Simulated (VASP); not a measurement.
Given:

```yaml
crystal:
  lattice:
    - [0.00000, 3.02657, 3.02657]
    - [3.02657, 0.00000, 3.02657]
    - [3.02657, 3.02657, 0.00000]
  atoms:
    - { symbol: In, position: [0.00000, 0.00000, 0.00000] }
    - { symbol: As, position: [0.25000, 0.25000, 0.25000] }
```

These are optB88-vdW, VASP's PBE PAW potentials (set 64) (plane waves; VASP 6.6.1) values and carry that method's errors. Run with 520 eV cut-off, 10×10×10 Γ-centred mesh, first-order Methfessel-Paxton smearing of 0.10 eV, potentials In_d As.

Unless said otherwise, spin-orbit coupling is left out, though it shifts the bands of the heavy elements here.

### Question
Estimate the energy per atom (σ→0), pressure, band gap (on the k-mesh) with the smallest direct gap where there is one.

### Answer

| Quantity | Value |
|---|---|
| band gap (on the k-mesh) | none (metal, semimetal or under 0.01 eV) |
| energy per atom (σ→0) | -1.416 eV/atom |
| pressure | 3.53 GPa |

The absolute energy has meaning only against runs of the same code, potentials and settings.

The compound is InAs in the zinc blende structure. This cell is one point of a volume scan, at 0.94 of the reference volume.
